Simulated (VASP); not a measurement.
A convergence study with VASP on MgO (rock salt): one setting is varied, all else stays as given below, so the limit is that of these other settings.

```
CELL_PARAMETERS angstrom
      0.00000     2.10500     2.10500
      2.10500     0.00000     2.10500
      2.10500     2.10500     0.00000
ATOMIC_POSITIONS crystal
  Mg 0.00000 0.00000 0.00000
  O  0.50000 0.50000 0.50000
```

Computed with PBEsol GGA, VASP's PBE PAW potentials (set 64) (plane waves; VASP). The tightest run used: 700 eV cut-off, 20×20×20 Γ-centred mesh, Gaussian smearing of 0.050 eV, potentials Mg O.

```
setting     E (eV/atom)  pressure (GPa)  irreducible k-points
----------  -----------  --------------  --------------------
1×1×1 mesh      -0.7363           70.00                     1
2×2×2 mesh      -5.8077            4.50                     3
3×3×3 mesh      -6.2110            0.19                     4
```

These are the cheaper rows. Estimate the results at 20×20×20 mesh, and how far the last row shown lies from them.

```json
[
 {"quantity": "E (eV/atom)", "tightest run": "-6.2592", "last row shown is off by": "0.0482"},
 {"quantity": "pressure (GPa)", "tightest run": "-0.28", "last row shown is off by": "0.47"}
]
```

Left out are rungs that failed or repeat a setting and relaxations that didn't move; long series are thinned to 24 rows.

The compound is MgO in the rock salt structure. The cell was not relaxed at this level.
